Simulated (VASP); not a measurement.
Consider the following.

```
CaO
1.0
    0.00000     2.40500     2.40500
    2.40500     0.00000     2.40500
    2.40500     2.40500     0.00000
Ca O
1 1
Direct
  0.00000   0.00000   0.00000
  0.50000   0.50000   0.50000
```

Calculation: PBE GGA, VASP's PBE PAW potentials (set 64) (plane waves; VASP 6.6.1). Numerical set-up: 400 eV cut-off, 12×12×12 Γ-centred mesh, Fermi-Dirac smearing of 0.050 eV, potentials Ca_sv O.

Task: Give the energies of bands 6 to 11 at the high-symmetry points, in eV from the valence-band maximum.

Result: 
```json
[
 {"band": "6", "Γ": "0.00", "X": "-1.29", "U": "-1.33", "L": "-2.62", "W": "-1.28"},
 {"band": "7", "Γ": "0.00", "X": "-0.37", "U": "-1.20", "L": "-1.19", "W": "-1.05"},
 {"band": "8", "Γ": "0.00", "X": "-0.37", "U": "-0.78", "L": "-1.19", "W": "-1.05"},
 {"band": "9", "Γ": "4.71", "X": "3.65", "U": "5.15", "L": "7.06", "W": "6.32"},
 {"band": "10", "Γ": "6.24", "X": "8.04", "U": "8.00", "L": "8.36", "W": "6.32"},
 {"band": "11", "Γ": "6.24", "X": "8.90", "U": "8.56", "L": "8.36", "W": "8.38"}
]
```

The gap is indirect, 3.65 eV, from the valence maximum at Γ to the conduction minimum at X.

The structure is a typed CaO crystal (Fm-3m). The cell was not relaxed at this level.
